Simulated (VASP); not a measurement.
A run of VASP 6.6.1 is set up as follows.

The input INCAR:

```
SYSTEM = Cd2GaCuTe4
  PREC = Accurate
  ENCUT = 520
  EDIFF = 1E-6
  ISMEAR = 0
  SIGMA = 0.1
  LREAL = .False.
  LASPH = .True.
  NELM = 100
  ALGO = Fast
  ISIF = 2
  LWAVE = .False.
  LCHARG = .False.
  GGA = PS
  NBANDS = 46
```

The input KPOINTS:

```
Automatic mesh
0
Gamma
  4 4 4
  0 0 0
```

The input POSCAR:

```
Cd2GaCuTe4
1.0
   -3.1694320000      3.1694320000      6.3563050000
    3.1694320000     -3.1694320000      6.3563050000
    3.1694320000      3.1694320000     -6.3563050000
Cd Ga Cu Te
2 1 1 4
Direct
    0.7500000000      0.2500000000      0.5000000000
    0.2500000000      0.7500000000      0.5000000000
    0.5000000000      0.5000000000      0.0000000000
    0.0000000000      0.0000000000      0.0000000000
    0.6416920000      0.6416920000      0.5068390000
    0.3583080000      0.8651470000      0.0000000000
    0.1348530000      0.1348530000      0.4931610000
    0.8651470000      0.3583080000      0.0000000000
```

Potentials or basis: VASP PAW PBE potentials, release 64 (Cd, Ga_d, Cu, Te).

Command:

```bash
$ cat potpaw_PBE.64/Cd/POTCAR potpaw_PBE.64/Ga_d/POTCAR potpaw_PBE.64/Cu/POTCAR potpaw_PBE.64/Te/POTCAR > POTCAR
$ mpirun -np 1 vasp_std > vasp.out
```

**Question.** Estimate the largest force.

**Answer.** 0.128 eV/Å.

**Question.** What does it give for the pressure?

**Answer.** -2.1 GPa.

Stress tensor (GPa, compression positive):
```
-2.17  0.00  0.00
 0.00 -2.17  0.00
 0.00  0.00 -1.94
```

Caveat: the PAW data sets were made with another functional, which shifts forces and pressure a little.
